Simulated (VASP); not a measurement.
Here is the system:

```
CELL_PARAMETERS angstrom
      1.90697    -5.25237     0.00000
      1.90697     5.25237     0.00000
      0.00000     0.00000     3.78251
ATOMIC_POSITIONS crystal
  Ge 0.87023 0.12977 0.25000
  Ge 0.12977 0.87023 0.75000
  S  0.64363 0.35637 0.25000
  S  0.35637 0.64363 0.75000
```

Computed with PBEsol GGA with spin-orbit coupling, VASP's PBE PAW potentials (set 64) (plane waves; VASP). Run with 400 eV cut-off, 6×6×5 Γ-centred mesh, Gaussian smearing of 0.050 eV, potentials Ge_d S.

The path is coarsely sampled, so an indirect gap can come out somewhat too large.

Task: Predict the energy per atom (σ→0), band gap (over mesh and band path) with the smallest direct gap where there is one.

Result: 
| Property | Result |
|---|---|
| band gap (over mesh and band path) | 0.29 eV |
| smallest direct gap (over mesh and band path) | 1.02 eV |
| energy per atom (σ→0) | -4.928 eV/atom |

The structure comes from a computed database's GeS entry (Cmcm); how it stands against other phases isn't given here. It was relaxed first, which changed the volume by -8 %.
